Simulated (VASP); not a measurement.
Data:

```yaml
crystal:
  lattice:
    - [0.00000, 2.76862, 2.76862]
    - [2.76862, 0.00000, 2.76862]
    - [11.07979, 11.07979, -0.00530]
  atoms:
    - { symbol: Zn, position: [0.02964, 0.02964, 0.97777] }
    - { symbol: Zn, position: [0.97282, 0.97282, 0.27038] }
    - { symbol: Zn, position: [0.99077, 0.99077, 0.50692] }
    - { symbol: Zn, position: [0.00857, 0.00857, 0.74357] }
    - { symbol: Te, position: [0.24513, 0.24513, 0.06615] }
    - { symbol: S, position: [0.23306, 0.23306, 0.32520] }
    - { symbol: S, position: [0.25104, 0.25104, 0.56172] }
    - { symbol: S, position: [0.26896, 0.26896, 0.79828] }
```

Computed with PBEsol GGA, VASP's PBE PAW potentials (set 64) (plane waves; VASP). Run with 400 eV cut-off, 8×8×2 Γ-centred mesh, tetrahedra with Blöchl corrections, potentials Zn Te S.

The cores are frozen, which limits the accuracy of field gradients.

Question: Give the principal components of the electric field gradient (V/Å²) and the asymmetry η at each nucleus.

Answer: 
```tsv
atom	Vxx	Vyy	Vzz	η
Zn1	2.7	2.7	-5.4	0.00
Zn2	-4.3	-4.3	8.5	0.00
Zn3	3.4	3.4	-6.8	0.00
Zn4	3.3	3.3	-6.5	0.00
Te5	-85.5	-85.5	170.9	0.00
S6	8.0	8.0	-16.1	0.00
S7	8.2	8.2	-16.4	0.00
S8	5.5	5.5	-11.1	0.00
```

The structure was generated: Zn4S3Te was put into an ordered model structure (R3m), which need not be its known phase. It was relaxed first.
